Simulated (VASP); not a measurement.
These are PBE GGA, VASP's PBE PAW potentials (set 64) (plane waves; VASP) values and carry that method's errors.

The input files of a VASP run:

**INCAR**
```
# general
SYSTEM =NiSb
PREC   =Accurate
ENCUT  =350   # plane-wave cut-off (eV)
LREAL  =.FALSE.   # projection in real space or not
LASPH  =.TRUE.

# electronic loop
EDIFF  =1E-6   # SCF stop (eV)
NELM   =100   # most electronic steps
ALGO   =Normal
LMAXMIX=4   # l cut-off of mixed one-centre charges

# smearing
ISMEAR =1   # Methfessel-Paxton
SIGMA  =0.1

# functional
GGA    =PE   # PBE

# ions
ISIF   =2   # forces and stress, cell fixed

# output
LWAVE  =.FALSE.
LCHARG =.FALSE.
```

**POSCAR**
```
NiSb
1
    2.0091170000    -3.3216480000     0.0000000000
    2.0091170000     3.3216480000     0.0000000000
    0.0000000000     0.0000000000     5.1233900000
Ni Sb
2 2
Direct
  0.0000000000   0.0000000000   0.5000000000
  0.0000000000   0.0000000000   0.0000000000
  0.3333330000   0.6666670000   0.2500000000
  0.6797060000   0.3463720000   0.7500000000
```

### KPOINTS
```
Automatic mesh
0
Gamma
8 8 6
0 0 0
```

POTCAR, in this order: Ni Sb (PBE.64 set). Program: vasp_std.

What VASP printed:

File OUTCAR:
```
 ion  position               nearest neighbor table
   1  0.000  0.000  0.500-   3 2.56   4 2.56   2 2.56   2 2.56   4 2.59   3 2.63   3 2.63   4 2.67
  LATTYP: Found a base centered orthorhombic cell.
 ALAT       =     4.0182340000
 B/A-ratio  =     1.6532874890
 C/A-ratio  =     1.2750352518
 Subroutine PRICEL returns:
 Original cell was already a primitive cell.
 Subroutine GETGRP returns: Found  2 space group operations
The static configuration has the point symmetry C_1 .
 The point group associated with its full space group is C_1h.
The dynamic configuration has the point symmetry C_1 .
 Subroutine INISYM returns: Found  2 space group operations
 Subroutine IBZKPT returns following result:
 Found    136 irreducible k-points:

 Following reciprocal coordinates:
            Coordinates               Weight
  0.000000  0.000000  0.000000      1.000000
  0.125000 -0.000000  0.000000      2.000000
 -0.000000  0.125000  0.000000      2.000000
  0.250000 -0.000000  0.000000      2.000000
 -0.000000  0.250000  0.000000      2.000000
  0.375000 -0.000000  0.000000      2.000000
 -0.000000  0.375000  0.000000      2.000000
...
```

**OSZICAR**
```
       N       E                     dE             d eps       ncg     rms          rms(c)
DAV:   1     0.143195374558E+03    0.14320E+03   -0.97681E+03  5176   0.119E+03
DAV:   2    -0.142278121698E+02   -0.15742E+03   -0.15304E+03  5201   0.287E+02
DAV:   3    -0.214411534701E+02   -0.72133E+01   -0.69906E+01  5865   0.739E+01
DAV:   4    -0.216398765449E+02   -0.19872E+00   -0.19744E+00  5794   0.120E+01
DAV:   5    -0.216463309057E+02   -0.64544E-02   -0.64391E-02  6178   0.225E+00    0.132E+01
DAV:   6    -0.242114706639E+02   -0.25651E+01   -0.34890E+01  5664   0.106E+02    0.172E+01
DAV:   7    -0.202552187249E+02    0.39563E+01   -0.12977E+01  5615   0.743E+01    0.397E+00
DAV:   8    -0.203151546978E+02   -0.59936E-01   -0.15372E+00  7119   0.111E+01    0.269E+00
DAV:   9    -0.202511482549E+02    0.64006E-01   -0.25588E-01  5807   0.884E+00    0.640E-01
DAV:  10    -0.202519293930E+02   -0.78114E-03   -0.85016E-03  5555   0.857E-01    0.482E-01
DAV:  11    -0.202515543161E+02    0.37508E-03   -0.65562E-04  6588   0.219E-01    0.138E-01
DAV:  12    -0.202513850514E+02    0.16926E-03   -0.57170E-04  7499   0.391E-01    0.329E-02
DAV:  13    -0.202513886078E+02   -0.35565E-05   -0.64010E-05  5657   0.643E-02    0.273E-02
DAV:  14    -0.202513882205E+02    0.38734E-06   -0.16244E-06  3486   0.131E-02
   1 F= -.20251388E+02 E0= -.20251159E+02  d E =-.688492E-03
```

File OUTCAR:
```
------------------------ aborting loop because EDIFF is reached ----------------------------------------
  FORCE on cell =-STRESS in cart. coord.  units (eV):
  Direction    XX          YY          ZZ          XY          YZ          ZX
  --------------------------------------------------------------------------------------
  Total        0.3153066      3.1201337      1.4774978      0.3587213      0.0000000      0.0000000
  in kB        7.3874972     73.1033938     34.6171397      8.4046856      0.0000000      0.0000000
  external PRESSURE =      38.3693436 kB  Pullay stress =       0.0000000 kB
  volume of cell :       68.38
      direct lattice vectors                 reciprocal lattice vectors
     2.009117000 -3.321648000  0.000000000     0.248865546 -0.150527690  0.000000000
     2.009117000  3.321648000  0.000000000     0.248865546  0.150527690  0.000000000
     0.000000000  0.000000000  5.123390000     0.000000000  0.000000000  0.195183267
 POSITION                                       TOTAL-FORCE (eV/Angst)
 -----------------------------------------------------------------------------------
      0.00000      0.00000      2.56169         0.156658      0.011458     -0.011675
      0.00000      0.00000      0.00000         0.156658      0.011458      0.011675
      2.00912      1.10722      1.28085         0.024323     -0.332377      0.000000
      2.06151     -1.10722      3.84254        -0.337638      0.309461      0.000000
 -----------------------------------------------------------------------------------
    total drift:                               -0.000004     -0.000007     -0.000000
  FREE ENERGIE OF THE ION-ELECTRON SYSTEM (eV)
  ---------------------------------------------------
  free  energy   TOTEN  =       -20.2513882205 eV

  energy  without entropy=      -20.2506997289  energy(sigma->0) =      -20.25115872
```
(Selected blocks of OUTCAR.)

**OUTCAR**
```
 val. band max:       10.0944663737   @ k =  -0.3750   0.3750   0.0000

 cond. band min:      10.1096230509   @ k =  -0.0000   0.3750  -0.1667


 Fermi energy:        10.1052349036

 k-point     1 :       0.0000    0.0000    0.0000
  band No.  band energies     occupation
      1      -2.9336      2.00000
      2       1.6245      2.00000
      3       3.7972      2.00000
      4       6.1179      2.00000
      5       6.1600      2.00000
      6       6.9116      2.00000
      7       7.4443      2.00000
      8       7.5568      2.00000
      9       7.9409      2.00000
     10       7.9731      2.00000
     11       8.7284      2.00000
     12       8.7534      2.00000
     13      10.0474      1.81987
     14      10.4694     -0.00000
     15      10.8729     -0.00000
     16      12.4611      0.00000
     17      12.6312      0.00000
     18      13.2497      0.00000
     19      14.0894      0.00000

 k-point     2 :       0.1250   -0.0000    0.0000
  band No.  band energies     occupation
      1      -2.7420      2.00000
      2       1.6058      2.00000
      3       4.0120      2.00000
      4       6.0601      2.00000
      5       6.1791      2.00000
      6       6.8439      2.00000
      7       7.3122      2.00000
      8       7.4767      2.00000
      9       7.8424      2.00000
     10       7.9985      2.00000
     11       8.7289      2.00000
     12       8.7423      2.00000
     13       9.4311      2.00000
     14       9.9849      2.07076
     15      10.0888      1.27388
     16      11.8325     -0.00000
     17      13.1565      0.00000
     18      13.6735      0.00000
     19      14.6739      0.00000

 k-point     3 :      -0.0000    0.1250    0.0000
  band No.  band energies     occupation
      1      -2.7422      2.00000
      2       1.6094      2.00000
      3       4.0131      2.00000
      4       6.0598      2.00000
      5       6.2054      2.00000
      6       6.8233      2.00000
      7       7.3097      2.00000
...
```

Unless said otherwise, spin-orbit coupling is left out, though it shifts the bands of the heavy elements here.

The compound is NiSb in the NiAs type structure. The cell was not relaxed at this level, atoms are displaced from their ideal sites. The run is one of a series of settings (ENCUT = 350 against the base run), some of them coarse on purpose. The run is not spin-polarised, so no magnetic state was tried.
